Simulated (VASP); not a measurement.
Consider the following.

```xyz
8
Lattice="-0.0091 4.5015 4.4932 4.5015 -0.0091 4.4932 2.2462 2.2462 0.0000" Properties=species:S:1:pos:R:3 pbc="T T T"
Zr     6.7477     2.2372     4.4932
C      2.2462     2.2462     2.2789
C      4.4639     2.2748     4.4932
C      2.2748     4.4639     4.4932
C      4.4925     4.4925     6.7076
Nb     4.4970     2.2417     2.2466
Nb     6.7432     4.4879     6.7398
Nb     4.4925     4.4925     4.4932
```

The numbers are results of PBEsol GGA, VASP's PBE PAW potentials (set 64) (plane waves; VASP), not measurements. Settings: 520 eV cut-off, Gaussian smearing of 0.050 eV, potentials Zr_sv C Nb_sv.

Problem. Give the energies of bands 26 to 39 at the high-symmetry points, in eV from the Fermi level.

Solution. 
| band | Γ | Y | C0 | Z | A0 | T | S | R |
|---|---|---|---|---|---|---|---|---|
| 26 | -4.67 | -4.20 | -4.07 | -4.21 | -4.47 | -4.66 | -4.01 | -4.12 |
| 27 | -3.81 | -3.97 | -3.92 | -4.17 | -3.90 | -3.80 | -3.74 | -4.11 |
| 28 | -3.47 | -3.93 | -3.56 | -4.13 | -3.85 | -3.80 | -3.73 | -3.91 |
| 29 | -1.08 | -2.89 | -3.40 | -3.97 | -3.81 | -3.51 | -3.55 | -3.56 |
| 30 | -1.06 | -2.30 | -3.10 | -3.91 | -3.79 | -3.50 | -3.51 | -3.50 |
| 31 | -0.95 | -1.83 | -2.63 | -3.91 | -1.79 | -1.12 | -3.10 | -3.39 |
| 32 | -0.93 | -1.83 | -2.40 | -3.67 | -1.75 | -1.03 | -2.94 | -3.08 |
| 33 | -0.86 | -1.81 | -1.18 | 0.81 | -0.96 | -1.03 | -0.12 | -0.16 |
| 34 | -0.02 | -1.76 | -0.92 | 1.33 | -0.77 | -0.96 | -0.04 | -0.06 |
| 35 | -0.01 | 0.83 | 0.28 | 1.68 | 1.85 | 2.06 | 0.32 | -0.03 |
| 36 | 0.00 | 1.12 | 1.46 | 1.70 | 2.28 | 2.31 | 0.33 | 0.33 |
| 37 | 0.72 | 1.58 | 1.59 | 2.09 | 2.35 | 2.34 | 0.95 | 2.60 |
| 38 | 0.86 | 2.23 | 2.03 | 2.50 | 2.36 | 2.44 | 1.14 | 2.63 |
| 39 | 2.08 | 2.42 | 2.46 | 2.60 | 2.75 | 2.68 | 1.39 | 2.88 |

It has no gap at this level: it comes out as a metal or semimetal.

The structure was generated: Nb3ZrC4 was put into an ordered model structure (Cmmm), which need not be its known phase. It was relaxed first. The electron count is odd and the run is not spin-polarised, which forces a metal.
